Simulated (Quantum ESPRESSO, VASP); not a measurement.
An input for Quantum ESPRESSO (LDA (PZ), PSlibrary ultrasoft (LDA) pseudopotentials):

```
&control
  calculation = 'scf'
  prefix = 'Ag'
  outdir = './tmp'
  pseudo_dir = './'
  tprnfor = .true.
  tstress = .true.
/
&system
  ibrav = 0
  nat = 4
  ntyp = 1
  ecutwfc = 50
  ecutrho = 300
  occupations = 'smearing'
  smearing = 'fermi-dirac'
  degauss = 0.0073499
/
&electrons
  conv_thr = 1.0e-11
  mixing_beta = 0.3
/
ATOMIC_SPECIES
Ag   107.8682  Ag.pz-n-rrkjus_psl.1.0.0.UPF
CELL_PARAMETERS bohr
   5.63546938     0.00000000     0.00000000
  -2.81773469     4.88045965     0.00000000
   0.00000000     0.00000000    18.32018613
ATOMIC_POSITIONS crystal
Ag    0.00000000    0.00000000    0.00000000
Ag    0.00000000    0.00000000    0.50000000
Ag    0.33333333    0.66666667    0.25000000
Ag    0.66666667    0.33333333    0.75000000
K_POINTS automatic
13 13 4  0 0 0
```

Question: Translate it to VASP.

Answer: One set of files that does it:

KPOINTS:
```
Automatic mesh
0
Gamma
13 13 4
0 0 0
```

**INCAR**
```
ENCUT = 300
NELM = 100   # most electronic steps
ALGO = Normal
SIGMA = 0.1
PREC = Accurate
ISIF = 2   # forces and stress, cell fixed
LWAVE = .FALSE.
LASPH = .TRUE.
SYSTEM = Ag
EDIFF = 1E-6   # SCF stop (eV)
LMAXMIX = 4
LREAL = .FALSE.
ISMEAR = -1   # Fermi-Dirac
LCHARG = .FALSE.
```

File POSCAR:
```
Ag
1
    2.9821620000     0.0000000000     0.0000000000
   -1.4910810000     2.5826280000     0.0000000000
    0.0000000000     0.0000000000     9.6946250000
Ag
4
Direct
  0.0000000000   0.0000000000   0.0000000000
  0.0000000000   0.0000000000   0.5000000000
  0.3333330000   0.6666670000   0.2500000000
  0.6666670000   0.3333330000   0.7500000000
```

POTCAR, in this order: Ag (LDA.64 set). Program: vasp_std.

The two runs describe the same crystal, functional and task. Each code takes its own potentials, basis and convergence tests.

VASP's LDA is the Perdew-Zunger fit; the other code's may be Perdew-Wang, which differs slightly.

The structure comes from a computed database's Ag entry (P6_3/mmc); how it stands against other phases isn't given here. The cell was not relaxed at this level, and it may have been scaled.
